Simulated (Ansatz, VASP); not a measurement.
**ZnB6 in VASP and in Ansatz**

```
Zn B
1.0
     4.13245    0.00000    0.00000
     0.00000    4.13245    0.00000
     0.00000    0.00000    4.13245
Zn B
1 6
Direct
  0.00000 0.00000 0.00000
  0.80103 0.50000 0.50000
  0.19897 0.50000 0.50000
  0.50000 0.50000 0.80103
  0.50000 0.50000 0.19897
  0.50000 0.19897 0.50000
  0.50000 0.80103 0.50000
```

Change from the starting cell: species swapped into the ErB6 type (Pm-3m, No. 221).

Alike in both runs: functional PBE; k mesh 10 × 10 × 10; occupations gaussian, width 0.1 eV; no spin polarisation.

Ansatz relaxed the structure, and its values are those at the end. VASP's run is a single point on that final structure, the one shown.

|  | VASP | Ansatz |
| --- | --- | --- |
| version | VASP 6.6.1 | Ansatz 0.2.0 |
| potentials or method | VASP PAW PBE potentials, release 64 (Zn, B) | scalar-relativistic, plane waves, PAW |
| plane-wave cutoff (eV) | 520 | 420 |
| valence electrons in the cell | 30 | 30 |

Ansatz gave:

- gap on the k mesh at the Fermi level (eV): none
- pressure (GPa): 0.0
- rms of the force components (eV/Å): 0.000

Q: What did VASP give for the same quantities?

A: gap on the k mesh at the Fermi level (eV): none; pressure (GPa): 0.1; rms of the force components (eV/Å): 0.010.

A gap of «none» marks a metal or a gap that the smearing closes.
